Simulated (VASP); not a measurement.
Computed with HSE06 screened hybrid, VASP's PBE PAW potentials (set 64) (plane waves; VASP).

VASP ran on this input.

**INCAR**
```
SYSTEM = BP
PREC = Accurate
ENCUT = 520
EDIFF = 1E-6
NELM = 60
ALGO = Normal
LREAL = .FALSE.
LASPH = .TRUE.
ISMEAR = 0
SIGMA = 0.05
GGA = PE
HFSCREEN = 0.2
AEXX = 0.25
LHFCALC = .TRUE.
PRECFOCK = Fast
ISYM = 3
LWAVE = .FALSE.
LCHARG = .FALSE.
ISIF = 2
```

### KPOINTS
```
K-points
0
gamma
8 8 8
```

File POSCAR:
```
BP
3.1490890
  0.0000000000   0.7071068186   0.7071068186
  0.7071068186   0.0000000000   0.7071068186
  0.7071068186   0.7071068186   0.0000000000
B P
1 1
Cartesian
  0.0000000000   0.0000000000   0.0000000000
  0.3535534093   0.3535534093   0.3535534093
```

POTCAR, in this order: B P (PBE.64 set). Program: vasp_std. Read from the step before: WAVECAR.

What VASP printed:

**OUTCAR**
```
 ion  position               nearest neighbor table
   1  0.000  0.000  0.000-   2 1.93   2 1.93   2 1.93   2 1.93
   2  0.250  0.250  0.250-   1 1.93   1 1.93   1 1.93   1 1.93
  LATTYP: Found a face centered cubic cell.
 ALAT       =     4.4534846084
 Subroutine PRICEL returns:
 Original cell was already a primitive cell.
 Subroutine GETGRP returns: Found 24 space group operations
The static configuration has the point symmetry T_d .
The dynamic configuration has the point symmetry T_d .
 Subroutine INISYM returns: Found 24 space group operations
 Subroutine IBZKPT returns following result:
 Found     29 irreducible k-points:

 Following reciprocal coordinates:
            Coordinates               Weight
  0.000000  0.000000  0.000000      1.000000
  0.125000  0.000000  0.000000      8.000000
  0.250000  0.000000  0.000000      8.000000
  0.375000  0.000000  0.000000      8.000000
  0.500000  0.000000  0.000000      4.000000
  0.125000  0.125000  0.000000      6.000000
  0.250000  0.125000  0.000000     24.000000
  0.375000  0.125000  0.000000     24.000000
  0.500000  0.125000  0.000000     24.000000
 -0.375000  0.125000  0.000000     24.000000
 -0.250000  0.125000  0.000000     24.000000
 -0.125000  0.125000  0.000000     12.000000
  0.250000  0.250000  0.000000      6.000000
  0.375000  0.250000  0.000000     24.000000
  0.500000  0.250000  0.000000     24.000000
 -0.375000  0.250000  0.000000     24.000000
 -0.250000  0.250000  0.000000     12.000000
  0.375000  0.375000  0.000000      6.000000
  0.500000  0.375000  0.000000     24.000000
 -0.375000  0.375000  0.000000     12.000000
  0.500000  0.500000  0.000000      3.000000
  0.375000  0.250000  0.125000     24.000000
  0.500000  0.250000  0.125000     48.000000
 -0.375000  0.250000  0.125000     24.000000
...
```

File OSZICAR:
```
       N       E                     dE             d eps       ncg     rms          rms(c)
DAV:   1    -0.148461067502E+02   -0.14846E+02   -0.26072E-01   536   0.433E+00    0.166E+00
DAV:   2    -0.148477117407E+02   -0.16050E-02   -0.42441E-03   680   0.551E-01    0.109E+00
DAV:   3    -0.148474170735E+02    0.29467E-03   -0.17479E-04   664   0.115E-01    0.621E-01
DAV:   4    -0.148473006295E+02    0.11644E-03   -0.34410E-05   576   0.591E-02    0.351E-01
DAV:   5    -0.148472599022E+02    0.40727E-04   -0.11354E-05   600   0.344E-02    0.196E-01
DAV:   6    -0.148472465927E+02    0.13309E-04   -0.36826E-06   616   0.194E-02    0.111E-01
DAV:   7    -0.148472420031E+02    0.45896E-05   -0.12794E-06   344   0.116E-02    0.623E-02
DAV:   8    -0.148472404718E+02    0.15313E-05   -0.50014E-07   320   0.694E-03    0.347E-02
DAV:   9    -0.148472399612E+02    0.51060E-06   -0.16352E-07   288   0.388E-03
   1 F= -.14847240E+02 E0= -.14847240E+02  d E =-.661064E-16
```

File OUTCAR:
```
------------------------ aborting loop because EDIFF is reached ----------------------------------------
  FORCE on cell =-STRESS in cart. coord.  units (eV):
  Direction    XX          YY          ZZ          XY          YZ          ZX
  --------------------------------------------------------------------------------------
  Total        1.1422930      1.1422930      1.1422930      0.0000000      0.0000000      0.0000000
  in kB       82.8797105     82.8797105     82.8797105      0.0000000      0.0000000      0.0000000
  external PRESSURE =      82.8797105 kB  Pullay stress =       0.0000000 kB
  volume of cell :       22.08
      direct lattice vectors                 reciprocal lattice vectors
     0.000000000  2.226742304  2.226742304    -0.224543271  0.224543271  0.224543271
     2.226742304  0.000000000  2.226742304     0.224543271 -0.224543271  0.224543271
     2.226742304  2.226742304  0.000000000     0.224543271  0.224543271 -0.224543271
  FREE ENERGIE OF THE ION-ELECTRON SYSTEM (eV)
  ---------------------------------------------------
  free  energy   TOTEN  =       -14.8472399612 eV

  energy  without entropy=      -14.8472399612  energy(sigma->0) =      -14.84723996

  exchange ACFDT corr.  =         0.00000000  see jH, gK, PRB 81, 115126
```
(Selected blocks of OUTCAR.)

### OUTCAR
```
 val. band max:        7.6758732111   @ k =   0.0000   0.0000   0.0000

 cond. band min:       9.6221629284   @ k =   0.3750   0.3750   0.0000


 Fermi energy:         7.9430221403

 k-point     1 :       0.0000    0.0000    0.0000
  band No.  band energies     occupation
      1      -9.9780      2.00000
      2       7.6759      2.00000
      3       7.6759      2.00000
      4       7.6759      2.00000
      5      12.1223      0.00000
      6      12.1223      0.00000
      7      12.1223      0.00000
      8      17.2975      0.00000

 k-point     2 :       0.1250    0.0000    0.0000
  band No.  band energies     occupation
      1      -9.6552      2.00000
      2       5.6085      2.00000
      3       7.2014      2.00000
      4       7.2014      2.00000
      5      12.7504      0.00000
      6      12.7859      0.00000
      7      12.7859      0.00000
      8      18.0183      0.00000

 k-point     3 :       0.2500    0.0000    0.0000
  band No.  band energies     occupation
      1      -8.7049      2.00000
      2       2.1548      2.00000
      3       6.4122      2.00000
      4       6.4122      2.00000
      5      12.9488      0.00000
      6      13.6231      0.00000
      7      13.6231      0.00000
      8      19.2174      0.00000

 k-point     4 :       0.3750    0.0000    0.0000
  band No.  band energies     occupation
      1      -7.2338      2.00000
      2      -1.0285      2.00000
      3       5.8567      2.00000
      4       5.8567      2.00000
      5      12.8498      0.00000
      6      13.6034      0.00000
      7      13.6034      0.00000
      8      19.3962      0.00000

 k-point     5 :       0.5000    0.0000    0.0000
  band No.  band energies     occupation
      1      -6.0782      2.00000
      2      -2.7773      2.00000
      3       5.6656      2.00000
      4       5.6656      2.00000
      5      12.7953      0.00000
      6      13.4526      0.00000
      7      13.4526      0.00000
...
```

The compound is BP in the zinc blende structure. This cell is one point of a volume scan, at 0.94 of the reference volume. The cell's shape comes from a PBE relaxation.
